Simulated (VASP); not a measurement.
# Cs3Pt (Pmm2) in VASP: a series of runs

The runs below take Cs3Pt through single point, with PBEsol, LDA.

All numbers are computed with VASP 6.6.1; they aren't measurements. Logs are shortened: lines on timing, memory, paths and dates and some standing lists are left out, and cuts for length are marked.

## (1) The cell of the first run

The structure is orthorhombic, space group Pmm2 (No. 25). The conventional cell has a = 5.778 Å, b = 5.778 Å, c = 5.778 Å, α = 90.00°, β = 90.00°, γ = 90.00°. Around Cs (site symmetry mm2) lie 8 Cs at 3.98 to 4.19 Å and 4 Pt at 3.98 to 4.19 Å. Around Cs (site symmetry mm2) lie 8 Cs at 4.09 Å and 4 Pt at 4.09 Å. Around Cs (site symmetry mm2) lie 8 Cs at 3.98 to 4.19 Å and 4 Pt at 4.09 Å. Around Pt (site symmetry mm2) lie 12 Cs at 3.98 to 4.19 Å.

The cell comes from a database or a generator and needn't be the stable form of this composition.

## (2) Single point, PBEsol (one atom moved)

File INCAR:

```
SYSTEM = Cs3Pt
PREC = Accurate
ENCUT = 520
EDIFF = 1E-6
ISMEAR = 0
SIGMA = 0.1
LREAL = .FALSE.
LASPH = .TRUE.
NELM = 100
ALGO = Fast
ISIF = 2
LWAVE = .FALSE.
LCHARG = .FALSE.
GGA = PS
NBANDS = 26
```

File KPOINTS:

```
regular mesh
0
G
  6 6 6
  0 0 0
```

File POSCAR:

```
Cs3Pt
1.0
    5.7776530000      0.0000000000      0.0000000000
    0.0000000000      5.7776530000      0.0000000000
    0.0000000000      0.0000000000      5.7776530000
Cs Pt
3 1
Direct
    0.0259620991      0.0000000000      0.5000000000
    0.0000000000      0.5000000000      0.0000000000
    0.5000000000      0.0000000000      0.0000000000
    0.5000000000      0.5000000000      0.5000000000
```

Potentials or basis: VASP PAW PBE potentials, release 64 (Cs_sv, Pt).

Command:

```
cat potpaw_PBE.64/Cs_sv/POTCAR potpaw_PBE.64/Pt/POTCAR > POTCAR
mpirun -np 1 vasp_std > vasp.out
```

OUTCAR:

```text
SYSTEM = Cs3Pt
   PREC = Accurate
   ENCUT = 520
   EDIFF = 1E-6
   ISMEAR = 0
   LREAL = .FALSE.
   LASPH = .TRUE.
   NELM = 100
   ISIF = 2
   GGA = PS

 ion  position               nearest neighbor table
   1  0.026  0.000  0.500-
   2  0.000  0.500  0.000-
   3  0.500  0.000  0.000-
   4  0.500  0.500  0.500-

  LATTYP: Found a simple cubic cell.
 ALAT       =     5.7776530000

  Lattice vectors:

 A1 = (   5.7776530000,   0.0000000000,   0.0000000000)
 A2 = (   0.0000000000,   5.7776530000,   0.0000000000)
 A3 = (   0.0000000000,   0.0000000000,   5.7776530000)

Analysis of symmetry for initial positions (statically):
=====================================================================
 Subroutine PRICEL returns:
 Original cell was already a primitive cell.

 Routine SETGRP: Setting up the symmetry group for a
 simple cubic supercell.

 Subroutine GETGRP returns: Found  4 space group operations
 (whereof  4 operations were pure point group operations)
 out of a pool of 48 trial point group operations.

The static configuration has the point symmetry C_2v.

Analysis of symmetry for dynamics (positions and initial velocities):
=====================================================================
 Subroutine PRICEL returns:
 Original cell was already a primitive cell.

 Routine SETGRP: Setting up the symmetry group for a
 simple cubic supercell.

 Subroutine GETGRP returns: Found  4 space group operations
 (whereof  4 operations were pure point group operations)
 out of a pool of 48 trial point group operations.

The dynamic configuration has the point symmetry C_2v.

 Subroutine INISYM returns: Found  4 space group operations
 (whereof  4 operations are pure point group operations),
 and found     1 'primitive' translations

----------------------------------------------------------------------------------------

                                     Primitive cell

  volume of cell :     192.8654

[... 85 lines left out ...]
   ICHARG =      2    charge: 1-file 2-atom 10-const
   ISPIN  =      1    spin polarized calculation?
   LNONCOLLINEAR =      F non collinear calculations
   LSORBIT =      F    spin-orbit coupling
   LASPH  =      T    aspherical Exc in radial PAW
   ENCUT  =  520.0 eV  38.22 Ry    6.18 a.u.  10.74 10.74 10.74*2*pi/ulx,y,z
   NELM   =    100;   NELMIN=  2; NELMDL= -5     # of ELM steps
   EDIFF  = 0.1E-05   stopping-criterion for ELM
   LREAL  =      F    real-space projection
   EDIFFG = 0.1E-04   stopping-criterion for IOM
   NSW    =      0    number of steps for IOM
   IBRION =     -1    ionic relax: 0-MD 1-quasi-New 2-CG
   NFREE  =      0    steps in history (QN), initial steepest desc. (CG)
   ISIF   =      2    stress and relaxation
   ISYM   =      2    0-nonsym 1-usesym 2-fastsym
   POTIM  = 0.5000    time-step for ionic-motion
   TEBEG  =    0.0;   TEEND  =   0.0 temperature during run
   PSTRESS=    0.0 pullay stress
   NELECT =      37.0000    total number of electrons
   NUPDOWN=      -1.0000    fix difference up-down
   EMIN   =  10.00;   EMAX   =-10.00  energy-range for DOS
   EFERMI =   0.00;   METHOD = LEGACY
   ISMEAR =     0;   SIGMA  =   0.10  broadening in eV -4-tet -1-fermi 0-gaus
   EFERMI_NEDOS =   21; number of points for ismear=-14 and -15
   IALGO  =     68    algorithm
   IMIX   =      4    mixing-type and parameters
     AMIX     =   0.40;   BMIX     =  1.00
     AMIX_MAG =   1.60;   BMIX_MAG =  1.00
  volume/ion in A,a.u.               =      48.22       325.38
  Fermi-wavevector in a.u.,A,eV,Ry     =   0.944185  1.784252 12.129405  0.891486
  Thomas-Fermi vector in A             =   2.071966
   LORBIT       =      0    0 simple, 1 ext, 2 COOP (PROOUT), +10 PAW based schemes
   GGA     = PS    functional components
   LHFCALC =     F    Hartree Fock is set to
   AEXX    =    0.0000 exact exchange contribution
   IVDW    =     0    specifies the selected vdW correction
   LEPSILON=     F    determine dielectric tensor
   LRPA    =     F    only Hartree local field effects (RPA)
 non-spin polarized calculation
 RMM-DIIS sequential band-by-band and
 Gauss-broadening in eV      SIGMA  =   0.10
  energy-cutoff  :      520.00
  volume of cell :      192.87
 maximum number of plane-waves:      5232
 NGX is ok and might be reduce to    48
   NGX = 21   NGY = 21   NGZ = 21

 number of electron      37.0000006 magnetization

 Free energy of the ion-electron system (eV)
  ---------------------------------------------------
  ext. energy  EPLUGINS =         0.00000000
  ---------------------------------------------------
  free energy    TOTEN  =        -8.66971019 eV

  energy without entropy =       -8.66179492  energy(sigma->0) =       -8.66575256

 E-fermi :   2.6740     XC(G=0):  -8.0664

 val. band max:        2.6419282929   @ k =   0.1667   0.5000   0.1667
 cond. band min:       2.7415228403   @ k =   0.3333   0.1667   0.3333
 fundamental gap:      0.0995945474
 Fermi energy:         2.6739736999

 k-point     1 :       0.0000    0.0000    0.0000
  band No.  band energies     occupation
      1     -20.9347      2.00000
      2     -20.7049      2.00000
      3     -20.6994      2.00000
      4      -8.2285      2.00000
      5      -8.2226      2.00000
      6      -8.2203      2.00000
[... 685 lines left out ...]
     25       5.4142      0.00000
     26       5.9250      0.00000

 [... further k-points ...]

------------------------ aborting loop because EDIFF is reached ----------------------------------------

  FORCE on cell =-STRESS in cart. coord.  units (eV):
  Direction    XX          YY          ZZ          XY          YZ          ZX
  --------------------------------------------------------------------------------------
  -------------------------------------------------------------------------------------
  Total       -1.6233154     -1.6796038     -1.6463374      0.0000000      0.0000000      0.0000000
  in kB      -13.4852542    -13.9528543    -13.6765031      0.0000000      0.0000000      0.0000000
  external PRESSURE =     -13.7048705 kB  Pullay stress =       0.0000000 kB

 VOLUME and BASIS-vectors are now :
 -----------------------------------------------------------------------------
  energy-cutoff  :      520.00
  volume of cell :      192.87
      direct lattice vectors                 reciprocal lattice vectors
     5.777653000  0.000000000  0.000000000     0.173080661  0.000000000  0.000000000
     0.000000000  5.777653000  0.000000000     0.000000000  0.173080661  0.000000000
     0.000000000  0.000000000  5.777653000     0.000000000  0.000000000  0.173080661

 POSITION                                       TOTAL-FORCE (eV/Angst)
 -----------------------------------------------------------------------------------
      0.15000      0.00000      2.88883        -0.032738      0.000000      0.000000
      0.00000      2.88883      0.00000        -0.015976      0.000000      0.000000
      2.88883      0.00000      0.00000         0.096864      0.000000      0.000000
      2.88883      2.88883      2.88883        -0.048150      0.000000      0.000000
 -----------------------------------------------------------------------------------
    total drift:                               -0.000058     -0.000000      0.000000

  FREE ENERGIE OF THE ION-ELECTRON SYSTEM (eV)
  ---------------------------------------------------
  free  energy   TOTEN  =        -8.6697101919 eV

  energy  without entropy=       -8.6617949228  energy(sigma->0) =       -8.66575256
```

OSZICAR:

```text
N       E                     dE             d eps       ncg     rms          rms(c)
DAV:   1     0.248449562209E+03    0.24845E+03   -0.14674E+04  3328   0.116E+03
DAV:   2     0.124327597232E+02   -0.23602E+03   -0.22832E+03  4504   0.209E+02
DAV:   3    -0.935897915764E+01   -0.21792E+02   -0.21666E+02  4324   0.687E+01
DAV:   4    -0.966301539684E+01   -0.30404E+00   -0.30302E+00  3958   0.916E+00
DAV:   5    -0.966672476909E+01   -0.37094E-02   -0.37069E-02  4382   0.999E-01    0.299E+00
RMM:   6    -0.880149479558E+01    0.86523E+00   -0.24876E+00  3406   0.431E+00    0.304E+00
RMM:   7    -0.869830019839E+01    0.10319E+00   -0.56683E-01  4144   0.288E+00    0.120E+00
RMM:   8    -0.866440378743E+01    0.33896E-01   -0.29959E-01  4263   0.167E+00    0.385E-01
RMM:   9    -0.866840512258E+01   -0.40013E-02   -0.45157E-02  4243   0.601E-01    0.170E-01
RMM:  10    -0.866969311047E+01   -0.12880E-02   -0.13959E-02  4583   0.295E-01    0.555E-02
RMM:  11    -0.866967719748E+01    0.15913E-04   -0.11284E-03  4252   0.121E-01    0.274E-02
RMM:  12    -0.866970570695E+01   -0.28509E-04   -0.31201E-04  4478   0.561E-02    0.854E-03
RMM:  13    -0.866970919762E+01   -0.34907E-05   -0.49041E-05  4292   0.205E-02    0.403E-03
RMM:  14    -0.866971010104E+01   -0.90342E-06   -0.11177E-05  3690   0.990E-03    0.146E-03
RMM:  15    -0.866971019189E+01   -0.90845E-07   -0.17519E-06  3072   0.410E-03
   1 F= -.86697102E+01 E0= -.86657526E+01  d E =-.791527E-02
```

stdout:

```text
POSCAR found type information on POSCAR CsPt
 POSCAR found :  2 types and       4 ions
 scaLAPACK will be used
 -----------------------------------------------------------------------------
|                                                                             |
|                                                                             |
|     You enforced a specific xc type in the INCAR file but a different       |
|     I HOPE YOU KNOW WHAT YOU ARE DOING!                                     |
|                                                                             |
 -----------------------------------------------------------------------------

 LDA part: xc-table for (Slater+PW92), standard interpolation
 POSCAR, INCAR and KPOINTS ok, starting setup
 FFT: planning ... GRIDC
 FFT: planning ... GRID_SOFT
 FFT: planning ... GRID
 WAVECAR not read
 entering main loop
```

Wall time 4.3 min (1 thread of Intel Xeon Platinum 8559C (Emerald Rapids), shared host); peak memory 0.5 GiB.

Results:

```yaml
Free_energy: -8.6697 eV
Pressure: -1.4 GPa
Largest_force: 0.097 eV/Å
Band_gap_on_the_k_mesh: none (metal or under the smearing width)
```

Forces on the atoms (eV/Å):
```
Cs  -0.033  0.000  0.000
Cs  -0.016  0.000  0.000
Cs   0.097  0.000  0.000
Pt  -0.048  0.000  0.000
```

Levels at points of the mesh, in eV from the Fermi level:
```csv
k point,band 16,band 17,band 18,band 19,band 20,band 21
"(0.00, 0.00, 0.00)",-1.33,-1.33,-1.32,-1.04,1.54,1.54
"(0.50, 0.00, 0.00)",-1.13,-1.12,-1.12,-0.43,0.31,1.54
"(0.00, 0.50, 0.00)",-1.13,-1.13,-1.12,-0.43,0.30,1.52
"(0.00, 0.00, 0.50)",-1.13,-1.13,-1.11,-0.44,0.29,1.50
"(0.50, 0.50, 0.00)",-1.13,-1.13,-1.06,0.61,0.61,1.05
"(0.00, 0.50, 0.50)",-1.13,-1.13,-1.06,0.61,0.61,1.08
"(0.50, 0.00, 0.50)",-1.13,-1.13,-1.06,0.60,0.61,1.06
"(0.50, 0.50, 0.50)",-1.38,-1.11,-1.11,0.94,0.94,0.96
```

Caveat: the PAW data sets were made with another functional, which shifts forces and pressure a little.

## (3) Single point, LDA (functional LDA, strained and moved within the space group)

File INCAR:

```
SYSTEM = Cs3Pt
PREC = Accurate
ENCUT = 520
EDIFF = 1E-7
ISMEAR = 0
SIGMA = 0.1
LREAL = .False.
LASPH = .True.
NELM = 100
ALGO = Fast
ISIF = 2
LWAVE = .False.
LCHARG = .False.
NBANDS = 26
```

File KPOINTS:

```
Automatic mesh
0
Gamma
  8 8 8
  0 0 0
```

File POSCAR:

```
Cs3Pt
1.0
    6.0524381767      0.0000000000      0.0000000000
    0.0000000000      6.0524381767      0.0000000000
    0.0000000000      0.0000000000      6.0524381767
Cs Pt
3 1
Direct
    0.0000000000      0.0000000000      0.5000000000
    0.0000000000      0.5000000000      0.0000000000
    0.5000000000      0.0000000000      0.0000000000
    0.5000000000      0.5000000000      0.5000000000
```

Potentials or basis: VASP PAW LDA potentials, release 64 (Cs_sv, Pt).

Command:

```
cat potpaw_LDA.64/Cs_sv/POTCAR potpaw_LDA.64/Pt/POTCAR > POTCAR
mpirun -np 1 vasp_std > vasp.out
```

It took 2.5 min on 1 thread of Intel Xeon Platinum 8559C (Emerald Rapids), shared host; peak memory 0.36 GiB.

The run converged. Its results:

| Quantity | Value |
| --- | --- |
| Free energy | -9.0658 eV |
| Pressure | -2.5 GPa |
| Band gap on the k mesh | none (metal or under the smearing width) |

Levels at points of the mesh, in eV from the Fermi level:
```csv
k point,band 16,band 17,band 18,band 19,band 20,band 21,band 22,band 23
"(0.00, 0.00, 0.00)",-0.92,-0.92,-0.92,-0.76,1.67,1.67,1.67,1.78
"(0.50, 0.00, 0.00)",-0.79,-0.79,-0.76,-0.43,0.58,1.66,1.66,1.73
"(0.50, 0.50, 0.00)",-0.79,-0.79,-0.72,0.59,0.59,1.15,1.36,2.04
"(0.50, 0.50, 0.50)",-1.00,-0.75,-0.75,0.95,0.95,0.95,2.14,2.14
```

The run has no spin-orbit coupling, so splittings on Cs, Pt are missing.

## (4) Single point, PBEsol (Pt replaced by Ni, lengths x 0.992, strained and moved within the space group)

File INCAR:

```
ALGO = Fast
EDIFF = 1E-6
ENCUT = 520
GGA = PS
ISIF = 2
ISMEAR = 0
LASPH = True
LCHARG = True
LELF = True
LREAL = False
LVHAR = True
LWAVE = False
NBANDS = 26
NELM = 80
PREC = Accurate
SIGMA = 0.1
```

File KPOINTS:

```
k-points
0
Gamma
  8 8 8
```

File POSCAR:

```
Cs3Ni
1.0
    5.5814424131      0.0000000000      0.0000000000
    0.0000000000      5.5814424131      0.0000000000
    0.0000000000      0.0000000000      5.5814424131
Cs Ni
3 1
Direct
    0.0000000000      0.0000000000      0.5000000000
    0.0000000000      0.5000000000      0.0000000000
    0.5000000000      0.0000000000      0.0000000000
    0.5000000000      0.5000000000      0.5000000000
```

Potentials or basis: VASP PAW PBE potentials, release 64 (Cs_sv, Ni).

Command:

```
cat potpaw_PBE.64/Cs_sv/POTCAR potpaw_PBE.64/Ni/POTCAR > POTCAR
mpirun -np 1 vasp_std > vasp.out
```

OUTCAR:

```text
EDIFF = 1E-6
   ENCUT = 520
   GGA = PS
   ISIF = 2
   ISMEAR = 0
   LASPH = True
   LREAL = False
   NELM = 80
   PREC = Accurate

 ion  position               nearest neighbor table
   1  0.000  0.000  0.500-
   2  0.000  0.500  0.000-
   3  0.500  0.000  0.000-
   4  0.500  0.500  0.500-

[... 894 lines left out ...]

------------------------ aborting loop because EDIFF is reached ----------------------------------------

  FORCE on cell =-STRESS in cart. coord.  units (eV):
  Direction    XX          YY          ZZ          XY          YZ          ZX
  --------------------------------------------------------------------------------------
  -------------------------------------------------------------------------------------
  Total        0.2079395      0.2079395      0.2079395      0.0000000     -0.0000000      0.0000000
  in kB        1.9160558      1.9160558      1.9160558      0.0000000     -0.0000000      0.0000000
  external PRESSURE =       1.9160558 kB  Pullay stress =       0.0000000 kB

 VOLUME and BASIS-vectors are now :
 -----------------------------------------------------------------------------
  energy-cutoff  :      520.00
  volume of cell :      173.88
      direct lattice vectors                 reciprocal lattice vectors
     5.581442413  0.000000000  0.000000000     0.179165156  0.000000000  0.000000000
     0.000000000  5.581442413  0.000000000     0.000000000  0.179165156  0.000000000
     0.000000000  0.000000000  5.581442413     0.000000000  0.000000000  0.179165156

 POSITION                                       TOTAL-FORCE (eV/Angst)
 -----------------------------------------------------------------------------------
      0.00000      0.00000      2.79072         0.000000      0.000000      0.000000
      0.00000      2.79072      0.00000         0.000000      0.000000      0.000000
      2.79072      0.00000      0.00000         0.000000      0.000000      0.000000
      2.79072      2.79072      2.79072         0.000000      0.000000      0.000000
 -----------------------------------------------------------------------------------
    total drift:                                0.000000      0.000000     -0.000000

  FREE ENERGIE OF THE ION-ELECTRON SYSTEM (eV)
  ---------------------------------------------------
  free  energy   TOTEN  =        -6.2214683794 eV

  energy  without entropy=       -6.2077561526  energy(sigma->0) =       -6.21461227
```

OSZICAR:

```text
N       E                     dE             d eps       ncg     rms          rms(c)
DAV:   1     0.290263015467E+03    0.29026E+03   -0.14431E+04  1820   0.121E+03
DAV:   2     0.252099910420E+02   -0.26505E+03   -0.25458E+03  2288   0.253E+02
DAV:   3    -0.604884041071E+01   -0.31259E+02   -0.30950E+02  2370   0.967E+01
DAV:   4    -0.683356474978E+01   -0.78472E+00   -0.78241E+00  2096   0.173E+01
DAV:   5    -0.685094512160E+01   -0.17380E-01   -0.17368E-01  2426   0.270E+00    0.298E+00
RMM:   6    -0.992766915138E+01   -0.30767E+01   -0.25786E+00  1958   0.637E+00    0.392E+01
RMM:   7    -0.647538285507E+01    0.34523E+01   -0.40240E+00  2087   0.134E+01    0.299E+00
RMM:   8    -0.631683541329E+01    0.15855E+00   -0.29040E-01  2173   0.206E+00    0.280E+00
RMM:   9    -0.623949229436E+01    0.77343E-01   -0.70797E-02  2285   0.119E+00    0.153E+00
RMM:  10    -0.622378628453E+01    0.15706E-01   -0.33757E-02  2684   0.567E-01    0.720E-01
RMM:  11    -0.622186147542E+01    0.19248E-02   -0.11633E-02  2611   0.267E-01    0.292E-01
RMM:  12    -0.622145931166E+01    0.40216E-03   -0.28868E-03  2674   0.132E-01    0.847E-02
RMM:  13    -0.622146272497E+01   -0.34133E-05   -0.49470E-04  2694   0.605E-02    0.416E-02
RMM:  14    -0.622146338974E+01   -0.66478E-06   -0.15117E-04  2378   0.413E-02    0.515E-03
RMM:  15    -0.622146772041E+01   -0.43307E-05   -0.46477E-05  2236   0.167E-02    0.134E-03
RMM:  16    -0.622146837943E+01   -0.65902E-06   -0.71837E-06  1933   0.896E-03
   1 F= -.62214684E+01 E0= -.62146123E+01  d E =-.137122E-01
```

Wall time 2 min (1 thread of Intel Xeon Platinum 8559C (Emerald Rapids), shared host); peak memory 0.34 GiB.

What came out:

* Free energy: -6.2215 eV
* Pressure: 0.2 GPa
* Band gap on the k mesh: none (metal or under the smearing width)

Caveat: the PAW data sets were made with another functional, which shifts forces and pressure a little. Spin polarisation is off, so any magnetic state and its effect on volume and gap are missing.

## (5) The runs side by side

```csv
level,potentials or basis,cell,k mesh,further INCAR settings,gap on the mesh (eV),pressure (GPa)
PBEsol,"VASP PAW PBE potentials, release 64 (Cs_sv, Pt)",one atom moved,6 × 6 × 6,ALGO = Fast; EDIFF = 1e-06; NBANDS = 26,none,-1.4
LDA,"VASP PAW LDA potentials, release 64 (Cs_sv, Pt)","functional LDA, strained and moved within the space group",8 × 8 × 8,ALGO = Fast; EDIFF = 1e-07; NBANDS = 26,none,-2.5
PBEsol,"VASP PAW PBE potentials, release 64 (Cs_sv, Ni)","Pt replaced by Ni, lengths x 0.992, strained and moved within the space group",8 × 8 × 8,ALGO = Fast; EDIFF = 1e-06; NBANDS = 26,none,0.2
```

Alike in all rows: task single point; no spin polarisation; cutoff (eV) 520; smearing gaussian 0.1 eV.

Caveats: the PAW data sets were made with another functional, which shifts forces and pressure a little (some runs).

Total energies depend on the potentials used, so only differences within one code and one set of settings carry meaning.
